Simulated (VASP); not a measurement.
Consider the following.

```yaml
crystal:
  lattice:
    - [4.91531, 0.00000, 0.00000]
    - [0.00000, 4.91531, 0.00000]
    - [0.00000, 0.00000, 4.91531]
  atoms:
    - { symbol: Be, position: [0.99317, 0.99317, 0.99317] }
    - { symbol: Be, position: [0.50683, 0.50683, 0.99317] }
    - { symbol: Be, position: [0.50683, 0.99317, 0.50683] }
    - { symbol: Be, position: [0.99317, 0.50683, 0.50683] }
    - { symbol: Se, position: [0.25000, 0.25000, 0.25000] }
    - { symbol: S, position: [0.75000, 0.75000, 0.25000] }
    - { symbol: S, position: [0.75000, 0.25000, 0.75000] }
    - { symbol: S, position: [0.25000, 0.75000, 0.75000] }
```

These are PBEsol GGA, VASP's PBE PAW potentials (set 64) (plane waves; VASP 6.6.1) values and carry that method's errors. Numerical set-up: 400 eV cut-off, 5×5×5 Γ-centred mesh, tetrahedra with Blöchl corrections, potentials Be Se S.

The cores are frozen, which limits the accuracy of field gradients.

Give the principal components of the electric field gradient (V/Å²) and the asymmetry η at each nucleus.

```
atom   Vxx   Vyy   Vzz     η
----  ----  ----  ----  ----
Be1   -0.2  -0.2   0.4     -
Be2   -0.2  -0.2   0.4     -
Be3   -0.2  -0.2   0.4     -
Be4   -0.2  -0.2   0.4     -
Se5    0.0   0.0   0.0     -
S6    -6.3  -6.3  12.6  0.00
S7    -6.3  -6.3  12.6  0.00
S8    -6.3  -6.3  12.6  0.00
```

The structure was generated: Be4S3Se was put into an ordered model structure (P-43m), which need not be its known phase. It was relaxed first.
